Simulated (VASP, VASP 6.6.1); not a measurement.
# Basal-plane lattice constant of hcp rhenium: PBEsol with tests of k mesh, cutoff and spin-orbit coupling

## The question

The reference is the basal-plane lattice constant of bulk rhenium, $a = 2.761$ Å, taken from "Structural evolution of Re (0001) thin films grown on Nb (110) surfaces by molecular beam epitaxy" (2010, arXiv:1008.4577). It is a literature value for the bulk metal, quoted there from earlier work; it was not measured on the films. Room temperature is implied, and the method behind the number is not given with the value. The published structure refinement from which we take our starting cell has the same $a$. We do not count this as a second confirmation, because the two numbers may go back to related measurements. The axial constant $c$ and the cell volume are not compared here.

| compared with | measured | source's wording or label | T (K) | method |
| --- | --- | --- | --- | --- |
| lattice constant a of the conventional cell (Å) | 2.761 | basal plane lattice parameter a of bulk Re | room temperature | not stated |

Conditions are those given with the value in the passage it was taken from; "not stated" means there, and the paper may say more elsewhere. The values are a selection: others may have been left out beforehand as unlike or outlying.

## How to go about it

We want the cheapest level of theory that gives $a$ of bulk rhenium within 1 %, that is, within about 0.028 Å of the reference. For estimating the misfit between a film and its substrate this is a useful accuracy. It is also a fair demand on the theory: semilocal functionals usually reproduce the lattice constants of heavy transition metals to about a per cent or better, so a larger miss would point to a poor functional or poor settings.

The model is the perfect two-atom hcp cell, nonmagnetic, with both cell lengths free and the symmetry kept. The starting cell is stretched by 3 % in volume, so the relaxation has to find its own way back. The nuclei are static; thermal expansion and zero-point motion together should lengthen the real $a$ by roughly 0.2 %, well inside the target.

We begin with a semilocal functional on a coarse k mesh. Because rhenium is a metal with a partly filled d band, the mesh is the first setting to test, followed by the plane-wave cutoff. Spin-orbit coupling is physics that a 5d element may need, and it costs more, so it comes after the numerical settings.

System: Re, space group P6_3/mmc (Rhenium); P6_3/mmc (No. 194), 2 atoms in the cell; conventional a = 2.761, c = 4.458 A, from a published structure refinement (COD).

## 1. PBEsol on a coarse mesh

PBEsol was designed for the equilibrium properties of solids and costs no more than any other gradient-corrected functional. We start it on a 10x10x6 mesh, light for a metal but dense enough for a first answer. We expect $a$ to come out slightly below the reference, by less than 1 %.

**Run 1.** VASP 6.6.1: PBEsol; 450 eV, 10x10x6 k mesh; cell and atoms relaxed, relaxed twice, LASPH on.

Key lines of the input:
```
ALGO = Normal
EDIFF = 1E-06
EDIFFG = -0.006
ENCUT = 450
GGA = PS
IBRION = 2
ISIF = 3
ISMEAR = 1
LASPH = .TRUE.
NBANDS = 13
NELM = 100
NSW = 50
PREC = Accurate
SIGMA = 0.15
KPOINTS: Gamma, 10 10 6
PAW data sets: Re (PBE 64)
```

Command:
```
mpirun -np 4 vasp_std
```

Selected lines of the output:
```
 reached required accuracy - stopping structural energy minimisation
  external PRESSURE =       0.0316974 kB  Pullay stress =       0.0000000 kB
     2.749158243  0.000000000  0.000000000     0.363747704  0.210009835  0.000000000
```

Converged; 47 s on 4 cores of Intel Xeon Platinum 8259CL at 2.50GHz (Skylake/Cascade Lake), shared host.

| quantity | run 1 | measured | deviation |
| --- | --- | --- | --- |
| lattice constant a of the conventional cell (Å) | 2.749 | 2.761 | −0.012 (−0.4 %) |
| volume of the conventional cell (Å³) | 29.09 |  |  |
| lattice constant c of the conventional cell (Å) | 4.445 |  |  |
| space group at the end | P6_3/mmc |  |  |
| pressure left at the end (GPa) | 0.0032 |  |  |

PBEsol on the coarse mesh gives $a = 2.749$ Å, 0.4 % below the reference and inside the 1 % target. The sign is the one we expected. The relaxation has removed the 3 % volume stretch of the starting cell, and the second pass ended with almost no pressure left. That shows the cell is relaxed at these settings; it does not tell us whether the k mesh is dense enough.

## 2. Denser k meshes

The first test is the sampling of the Fermi surface. We repeat the PBEsol relaxation on three successively denser meshes, with the cutoff and smearing unchanged. At under a minute for the first run, the whole series is affordable. We expect $a$ to move by a few thousandths of an ångström at most, which would leave the result within the target.

**Run 2.** VASP 6.6.1: PBEsol; 450 eV, 15x15x8 k mesh; cell and atoms relaxed, relaxed twice, LASPH on.

Key lines of the input, as changed from run 1:
```diff
- KPOINTS: Gamma, 10 10 6
+ KPOINTS: Gamma, 15 15 8
```

Selected lines of the output:
```
     2.748125625  0.000000000  0.000000000     0.363884384  0.210088747  0.000000000
     0.000000000  0.000000000  4.450919939     0.000000000  0.000000000  0.224672655
```

Converged; 78 s of wall time.

**Run 3.** VASP 6.6.1: PBEsol; 450 eV, 18x18x10 k mesh; cell and atoms relaxed, relaxed twice, LASPH on.

Key lines of the input, as changed from run 1:
```diff
- KPOINTS: Gamma, 10 10 6
+ KPOINTS: Gamma, 18 18 10
```

Selected lines of the output:
```
     2.750704606  0.000000000  0.000000000     0.363543216  0.209891774  0.000000000
```

Converged; 92 s of wall time.

**Run 4.** VASP 6.6.1: PBEsol; 450 eV, 27x27x14 k mesh; cell and atoms relaxed, relaxed twice, LASPH on.

Key lines of the input, as changed from run 1:
```diff
- KPOINTS: Gamma, 10 10 6
+ KPOINTS: Gamma, 27 27 14
```

Selected lines of the output:
```
     2.750756135  0.000000000  0.000000000     0.363536406  0.209887842  0.000000000
     0.000000000  0.000000000  4.442249263     0.000000000  0.000000000  0.225111186
```

Converged; 4.1 min of wall time.

| quantity | run 2 | run 3 | run 4 | measured |
| --- | --- | --- | --- | --- |
| lattice constant a of the conventional cell (Å) | 2.748 | 2.751 | 2.751 | 2.761 |
| volume of the conventional cell (Å³) | 29.11 | 29.11 | 29.11 |  |
| lattice constant c of the conventional cell (Å) | 4.451 | 4.443 | 4.442 |  |
| space group at the end | P6_3/mmc | P6_3/mmc | P6_3/mmc |  |
| pressure left at the end (GPa) | 0.0595 | −0.0120 | −0.0029 |  |

The mesh moves $a$ by less than 0.003 Å over the whole series, so all four PBEsol results lie within the target. The approach is not monotonic: the 15x15x8 mesh gives the shortest $a$ and the longest $c$, while the volume hardly changes. The sampling therefore acts mainly on the axial ratio. Between the two densest meshes $a$ changes by less than 0.0001 Å, and we take 18x18x10 as sufficient for this purpose. The remaining deviation is 0.010 Å, or 0.4 %, below the reference.

## 3. A higher plane-wave cutoff

The cutoff is the other numerical setting on which the result rests. We raise it from 450 to 600 eV on the 18x18x10 mesh and leave everything else as it was. We expect a change in $a$ well below the 0.010 Å that separates PBEsol from the reference.

**Run 5.** VASP 6.6.1: PBEsol; 600 eV, 18x18x10 k mesh; cell and atoms relaxed, relaxed twice, LASPH on.

Key lines of the input, as changed from run 3:
```diff
- ENCUT = 450
+ ENCUT = 600
```

Selected lines of the output:
```
     2.750671137 -0.000000000  0.000000000     0.363547640  0.209894328  0.000000000
```

Converged; 2.8 min of wall time.

| quantity | run 5 | measured | deviation |
| --- | --- | --- | --- |
| lattice constant a of the conventional cell (Å) | 2.751 | 2.761 | −0.010 (−0.4 %) |
| volume of the conventional cell (Å³) | 29.11 |  |  |
| lattice constant c of the conventional cell (Å) | 4.443 |  |  |
| space group at the end | P6_3/mmc |  |  |
| pressure left at the end (GPa) | 0.0065 |  |  |

With the higher cutoff $a$ stays at 2.751 Å. The difference from the 450 eV run is under 0.0001 Å, too small to separate from the stopping thresholds of the two relaxations. For PBEsol, 450 eV is therefore enough, and the 0.4 % deviation from the reference does not come from the plane-wave basis.

## 4. Adding spin-orbit coupling

The physics still missing for a 5d metal is spin-orbit coupling. We add it to PBEsol on the 15x15x8 mesh, where the dearer calculation stays affordable, and compare it with the scalar-relativistic run on that same mesh, so that no difference in mesh enters the comparison. Spin-orbit coupling splits the d bands, but much of its effect on the total energy should cancel between neighbouring volumes. We expect $a$ to shift by no more than a few thousandths of an ångström.

**Run 6.** VASP 6.6.1: PBEsol with spin-orbit coupling; 450 eV, 15x15x8 k mesh; cell and atoms relaxed, relaxed twice, LASPH on.

Key lines of the input, as changed from run 2:
```diff
+ GGA_COMPAT = .FALSE.
- NBANDS = 13
+ LMAXMIX = 4
+ LNONCOLLINEAR = .TRUE.
+ LSORBIT = .TRUE.
+ MAGMOM = 0 0 0 0 0 0
+ NBANDS = 26
```

Command:
```
mpirun -np 4 vasp_ncl
```

Selected lines of the output:
```
  volume of cell :       29.16
     2.752020452 -0.000000000  0.000000000     0.363369393  0.209791417  0.000000000
     0.000000000  0.000000000  4.445679804    -0.000000000  0.000000000  0.224937477
```

Converged; 7.4 min of wall time.

| quantity | run 6 | measured | deviation |
| --- | --- | --- | --- |
| lattice constant a of the conventional cell (Å) | 2.752 | 2.761 | −0.009 (−0.3 %) |
| volume of the conventional cell (Å³) | 29.16 |  |  |
| lattice constant c of the conventional cell (Å) | 4.446 |  |  |
| space group at the end | P6_3/mmc |  |  |
| pressure left at the end (GPa) | 0.0502 |  |  |

With spin-orbit coupling $a$ is 2.752 Å, 0.3 % below the reference and still well inside the target. Against the scalar-relativistic run on the same mesh, $a$ grows by 0.0039 Å and $c$ shrinks by 0.0052 Å, while the volume rises by only 0.05 Å$^3$. Most of the shift in $a$ is thus a change of axial ratio, the very quantity to which this mesh proved sensitive.

Using the same mesh for both runs does not guarantee that the sampling error cancels, because the coupling also alters the bands at the Fermi level. The GGA compatibility setting differs between the two inputs as well. The doubled number of bands merely follows from the two-component orbitals, and the mixing setting should affect the path to self-consistency rather than the converged result. We therefore read the 0.0039 Å as the combined effect of the coupling, the compatibility setting and the sampling, not as the size of the spin-orbit effect alone. For a 1 % target the coupled calculation is not needed.

## The runs side by side

| run | settings | lattice constant a of the conventional cell (Å) | deviation | cost |
| --- | --- | --- | --- | --- |
| 1 | PBEsol, 450 eV, 10x10x6 k mesh | 2.749 | −0.012 (−0.4 %) | 3.1 core-min |
| 2 | PBEsol, 450 eV, 15x15x8 k mesh | 2.748 | −0.013 (−0.5 %) | 5.2 core-min |
| 3 | PBEsol, 450 eV, 18x18x10 k mesh | 2.751 | −0.010 (−0.4 %) | 6.1 core-min |
| 4 | PBEsol, 450 eV, 27x27x14 k mesh | 2.751 | −0.010 (−0.4 %) | 17 core-min |
| 5 | PBEsol, 600 eV, 18x18x10 k mesh | 2.751 | −0.010 (−0.4 %) | 11 core-min |
| 6 | PBEsol with spin-orbit coupling, 450 eV, 15x15x8 k mesh | 2.752 | −0.009 (−0.3 %) | 30 core-min |
|  | measured | 2.761 |  |  |

Further runs on the same system, made beside this series (convergence steps with loose settings among them):

| further | settings | lattice constant a of the conventional cell (Å) | deviation | cost |
| --- | --- | --- | --- | --- |
| F1 | r2SCAN, 450 eV, 18x18x10 k mesh, relaxed twice | 2.758 | −0.003 (−0.1 %) | 33 core-min |
| F2 | r2SCAN + rVV10, 450 eV, 18x18x10 k mesh, relaxed twice | 2.755 | −0.006 (−0.2 %) | 49 core-min |
| F3 | rev-vdW-DF2, 450 eV, 18x18x10 k mesh, relaxed twice | 2.767 | +0.006 (+0.2 %) | 12 core-min |
| F4 | TPSS, 450 eV, 18x18x10 k mesh, relaxed twice | 2.760 | −0.001 (−0.0 %) | 28 core-min |
| F5 | PBEsol + D3(BJ), 450 eV, 18x18x10 k mesh, relaxed twice | 2.733 | −0.028 (−1.0 %) | 10 core-min |
| F6 | PBE, 450 eV, 18x18x10 k mesh | 2.774 | +0.013 (+0.5 %) | 6.5 core-min |
| F7 | LDA, 450 eV, 18x18x10 k mesh, relaxed twice | 2.741 | −0.020 (−0.7 %) | 5.8 core-min |
| F8 | PBEsol, 230 eV, 18x18x10 k mesh, relaxed twice | 2.747 | −0.014 (−0.5 %) | 3.9 core-min |
|  | measured | 2.761 |  |  |

## What the runs support

PBEsol meets the 1 % target. At 450 eV on the 18x18x10 mesh it gives $a = 2.751$ Å, 0.4 % below the reference, for 6.1 core-minutes. The coarse 10x10x6 mesh already gave an answer good enough for this purpose, but it took the denser meshes to show that. Raising the cutoff to 600 eV changed nothing of note.

The spin-orbit run was not needed for the target. Its shift of 0.0039 Å is little larger than the sampling error of its mesh, so the size of the pure spin-orbit effect remains unsettled.

Leaving out thermal expansion and zero-point motion makes the computed $a$ too short by roughly 0.2 %, which could account for about half of the deviation. The rest, some 0.2 %, is of the size usual for the functional, and the agreement does not depend on these omissions cancelling another error.

The further runs show that the target does not single out PBEsol. LDA (−0.7 %) and PBE (+0.5 %) also pass, at costs that the shared machines do not let us tell apart from that of PBEsol. Allowing for thermal and zero-point motion would bring LDA closer to the reference and move PBE further away. TPSS and r2SCAN come nearer to the uncorrected value, but a 1 % target does not call for their extra cost. Adding D3(BJ) to PBEsol shortens $a$ by 0.018 Å and moves the result from a clear pass to the very edge of the target, too close to the limit to call.

The reference is a second-hand bulk value with room temperature only implied. That matters little at 1 %, but it would matter for ranking functionals that differ by a few thousandths of an ångström.

[Logs are printed without paths, hosts, clocks, repeated set-up lines and the standing remarks that a program may print on its own settings, such as how far it seeks lower states.]

[The runs shown are a pick from a larger set of finished runs; failed, doubtful and other runs were left out of it ahead of writing. So were measured values far from every level or from commonly accepted values, and agreement can look better than it is. Lines of input and output are excerpts and may be shortened.]
